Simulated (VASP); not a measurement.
Output of a VASP run:

File OSZICAR:
```
       N       E                     dE             d eps       ncg     rms          rms(c)
DAV:   1     0.514311176017E+03    0.51431E+03   -0.29622E+04  1720   0.135E+03
DAV:   2     0.197483306445E+02   -0.49456E+03   -0.48113E+03  1868   0.363E+02
DAV:   3    -0.260116781446E+02   -0.45760E+02   -0.45440E+02  1953   0.113E+02
DAV:   4    -0.272514963939E+02   -0.12398E+01   -0.12354E+01  2056   0.189E+01
DAV:   5    -0.272732737441E+02   -0.21777E-01   -0.21763E-01  2010   0.252E+00    0.150E+01
DAV:   6    -0.251534281699E+02    0.21198E+01   -0.47274E+00  2207   0.270E+01    0.116E+01
DAV:   7    -0.251926039505E+02   -0.39176E-01   -0.30598E+00  1893   0.806E+00    0.548E+00
DAV:   8    -0.251704971448E+02    0.22107E-01   -0.56043E-01  2075   0.575E+00    0.102E+00
DAV:   9    -0.251581364469E+02    0.12361E-01   -0.68573E-02  2109   0.251E+00    0.255E-01
DAV:  10    -0.251592018051E+02   -0.10654E-02   -0.78358E-03  1886   0.496E-01    0.172E-01
DAV:  11    -0.251592460535E+02   -0.44248E-04   -0.80395E-04  1981   0.263E-01    0.127E-01
DAV:  12    -0.251595506780E+02   -0.30462E-03   -0.47042E-04  1816   0.994E-02    0.943E-02
DAV:  13    -0.251595529063E+02   -0.22283E-05   -0.72686E-05  2240   0.849E-02    0.321E-02
DAV:  14    -0.251595577818E+02   -0.48755E-05   -0.13010E-05  1828   0.184E-02    0.122E-02
DAV:  15    -0.251595579858E+02   -0.20404E-06   -0.28603E-06  1458   0.129E-02
   1 F= -.25159558E+02 E0= -.25159558E+02  d E =-.932291E-14
```

### OUTCAR
```
------------------------ aborting loop because EDIFF is reached ----------------------------------------
  FORCE on cell =-STRESS in cart. coord.  units (eV):
  Direction    XX          YY          ZZ          XY          YZ          ZX
  --------------------------------------------------------------------------------------
  Total       -0.0545229     -0.0571045     -0.0161671     -0.0022357      0.0047609     -0.0082460
  in kB       -0.4469324     -0.4680939     -0.1325242     -0.0183263      0.0390257     -0.0675940
  external PRESSURE =      -0.3491835 kB  Pullay stress =       0.0000000 kB
  volume of cell :      195.46
      direct lattice vectors                 reciprocal lattice vectors
     4.126520423 -7.108639756 -0.004301572     0.121496462 -0.070146012  0.000084773
     2.046500885  3.544643664  0.000000000     0.243656205  0.141440835  0.000084773
    -0.003505875  0.002024118  6.699445482     0.000078010 -0.000045039  0.149266140
 POSITION                                       TOTAL-FORCE (eV/Angst)
 -----------------------------------------------------------------------------------
      2.05424     -1.18602      3.35344         0.008373     -0.004834     -0.012461
      2.08949      1.15673      0.02645         0.001074     -0.000620      0.009423
      4.13444     -4.75012      3.33022        -0.000942      0.000544      0.019288
      4.07427     -2.35228      0.00639        -0.010268      0.005928     -0.014296
      2.04184     -1.17886      5.71486         0.000105     -0.000060     -0.004895
      2.16016      1.11593      2.59929        -0.008585      0.004956      0.001383
      4.13282     -4.74918      5.89171         0.008269     -0.004774      0.010559
      3.99254     -2.30509      2.56208         0.001974     -0.001140     -0.009001
 -----------------------------------------------------------------------------------
    total drift:                                0.001081      0.002537      0.001627
  FREE ENERGIE OF THE ION-ELECTRON SYSTEM (eV)
  ---------------------------------------------------
  free  energy   TOTEN  =       -25.1595579858 eV

  energy  without entropy=      -25.1595579858  energy(sigma->0) =      -25.15955799
```
(Selected blocks of OUTCAR.)

POSCAR:
```
Cd3ZnS4
1
    4.1265204228    -7.1086397561    -0.0043015718
    2.0465008855     3.5446436643     0.0000000002
   -0.0035058749     0.0020241181     6.6994454824
Zn Cd S
1 3 4
Direct
  0.3330613114   0.3330603114   0.5007682980
  0.1727288212   0.6727288212   0.0040593559
  0.8358039347   0.3358029347   0.4976256341
  0.6600128439   0.6600138439   0.0013777062
  0.3312530546   0.3312520546   0.8532473912
  0.1843939277   0.6843939277   0.3881047671
  0.8357584432   0.3357574432   0.8799693069
  0.6469896633   0.6469906633   0.3828475406
```

**Question.** Reconstruct the remaining input files.

**Answer.** Several could match; the one computed here: the input of the run itself, PBE GGA, plane waves, VASP's PBE PAW potentials (set 64).

KPOINTS:
```
kpoints
0
G
  3 6 3
```

**INCAR**
```
EDIFF = 1E-6
LMAXMIX = 4   ! l cut-off of mixed one-centre charges
LWAVE = .FALSE.
LCHARG = .TRUE.
LASPH = .TRUE.   ! aspherical one-centre terms
ENCUT = 400
SIGMA = 0.05   ! width (eV)
NELM = 100   ! most electronic steps
ALGO = Normal   ! blocked Davidson
ISMEAR = 0   ! Gaussian
PREC = Accurate
GGA = PE   ! PBE
SYSTEM = Cd3ZnS4
LREAL = .FALSE.   ! projection in real space or not
```

POTCAR, in this order: Zn Cd S (PBE.64 set). Program: vasp_std.

The structure was generated: Cd3ZnS4 was put into an ordered model structure (Pm), which need not be its known phase. It was relaxed first.
